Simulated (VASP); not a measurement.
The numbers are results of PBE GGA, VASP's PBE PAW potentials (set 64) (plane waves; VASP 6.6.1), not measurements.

VASP ran on this input.

**INCAR**
```
SYSTEM = Ir
PREC = Accurate; ENCUT = 400; LREAL = .FALSE.
LASPH = .TRUE.
EDIFF = 1E-6; NELM = 100; ALGO = Normal
LMAXMIX = 6
ISMEAR = 1; SIGMA = 0.1
GGA = PE
IBRION = 2; NSW = 60; ISIF = 3
EDIFFG = -0.01
LWAVE = .FALSE.; LCHARG = .FALSE.
```

**POSCAR**
```
Ir
1
   -0.0000000000     1.9361131713     1.9361131713
    1.9361131713    -0.0000000000     1.9361131713
    1.9361131713     1.9361131713     0.0000000000
Ir
1
Direct
  0.0000000000   0.0000000000   0.0000000000
```

**KPOINTS**
```
Automatic mesh
0
Gamma
15 15 15
0 0 0
```

POTCAR, in this order: Ir (PBE.64 set). Program: vasp_std.

What VASP printed:

### OSZICAR
```
       N       E                     dE             d eps       ncg     rms          rms(c)
DAV:   1     0.310052924480E+02    0.31005E+02   -0.38795E+03  2128   0.812E+02
DAV:   2    -0.892235137854E+01   -0.39928E+02   -0.37040E+02  1920   0.176E+02
DAV:   3    -0.942072730763E+01   -0.49838E+00   -0.49638E+00  2952   0.267E+01
DAV:   4    -0.942285767814E+01   -0.21304E-02   -0.21300E-02  2312   0.119E+00
DAV:   5    -0.942286704311E+01   -0.93650E-05   -0.93657E-05  2936   0.567E-02    0.141E+01
DAV:   6    -0.894624507997E+01    0.47662E+00   -0.10329E+00  2240   0.140E+01    0.576E+00
DAV:   7    -0.886095062057E+01    0.85294E-01   -0.31642E-01  2448   0.721E+00    0.155E+00
DAV:   8    -0.885599977034E+01    0.49509E-02   -0.18543E-03  2080   0.655E-01    0.669E-01
DAV:   9    -0.885470316732E+01    0.12966E-02   -0.10195E-03  2416   0.518E-01    0.118E-02
DAV:  10    -0.885470949213E+01   -0.63248E-05   -0.45565E-06  2656   0.215E-02    0.742E-03
DAV:  11    -0.885470992659E+01   -0.43446E-06   -0.24847E-07  1576   0.559E-03
   1 F= -.88547099E+01 E0= -.88545907E+01  d E =-.885471E+01
```

OUTCAR:
```
------------------------ aborting loop because EDIFF is reached ----------------------------------------
  FORCE on cell =-STRESS in cart. coord.  units (eV):
  Direction    XX          YY          ZZ          XY          YZ          ZX
  --------------------------------------------------------------------------------------
  Total       -0.0025568     -0.0025568     -0.0025568     -0.0000000      0.0000000     -0.0000000
  in kB       -0.2822205     -0.2822205     -0.2822205     -0.0000000      0.0000000     -0.0000000
  external PRESSURE =      -0.2822205 kB  Pullay stress =       0.0000000 kB
  volume of cell :       14.52
      direct lattice vectors                 reciprocal lattice vectors
     0.000000000  1.936113171  1.936113171    -0.258249367  0.258249367  0.258249367
     1.936113171  0.000000000  1.936113171     0.258249367 -0.258249367  0.258249367
     1.936113171  1.936113171  0.000000000     0.258249367  0.258249367 -0.258249367
 POSITION                                       TOTAL-FORCE (eV/Angst)
 -----------------------------------------------------------------------------------
      0.00000      0.00000      0.00000        -0.000000     -0.000000      0.000000
 -----------------------------------------------------------------------------------
    total drift:                                0.000000     -0.000000      0.000000
  FREE ENERGIE OF THE ION-ELECTRON SYSTEM (eV)
  ---------------------------------------------------
  free  energy   TOTEN  =        -8.8547099266 eV

  energy  without entropy=       -8.8543523633  energy(sigma->0) =       -8.85459074

 reached required accuracy - stopping structural energy minimisation
```
(Selected blocks of OUTCAR.)

OUTCAR:
```
 val. band max:       10.0176265283   @ k =  -0.3333   0.2667   0.0667

 cond. band min:      10.0393229251   @ k =  -0.3333   0.2000   0.0667


 Fermi energy:        10.0287827832

 k-point     1 :       0.0000    0.0000    0.0000
  band No.  band energies     occupation
      1      -0.8784      2.00000
      2       6.2278      2.00000
      3       6.2278      2.00000
      4       6.2278      2.00000
      5       8.8085      2.00000
      6       8.8085      2.00000
      7      24.3389      0.00000
      8      29.7735      0.00000

 k-point     2 :       0.0667    0.0000    0.0000
  band No.  band energies     occupation
      1      -0.6863      2.00000
      2       6.1276      2.00000
      3       6.3101      2.00000
      4       6.3101      2.00000
      5       8.7569      2.00000
      6       8.7569      2.00000
      7      24.6657      0.00000
      8      28.7717      0.00000

 k-point     3 :       0.1333    0.0000    0.0000
  band No.  band energies     occupation
      1      -0.1384      2.00000
      2       5.8892      2.00000
      3       6.5095      2.00000
      4       6.5095      2.00000
      5       8.6661      2.00000
      6       8.6661      2.00000
      7      25.5183      0.00000
      8      26.9685      0.00000

 k-point     4 :       0.2000    0.0000    0.0000
  band No.  band energies     occupation
      1       0.6608      2.00000
      2       5.6879      2.00000
      3       6.6687      2.00000
      4       6.6687      2.00000
      5       8.7267      2.00000
      6       8.7267      2.00000
      7      25.0574      0.00000
      8      26.4830      0.00000

 k-point     5 :       0.2667    0.0000    0.0000
  band No.  band energies     occupation
      1       1.4732      2.00000
      2       5.8154      2.00000
      3       6.6260      2.00000
      4       6.6260      2.00000
      5       9.1169      2.00000
      6       9.1169      2.00000
      7      23.1493      0.00000
...
```

Unless said otherwise, spin-orbit coupling is left out, though it shifts the bands of the heavy elements here.

The compound is Ir in the fcc structure. It was relaxed first. The start is the result of an earlier pass.
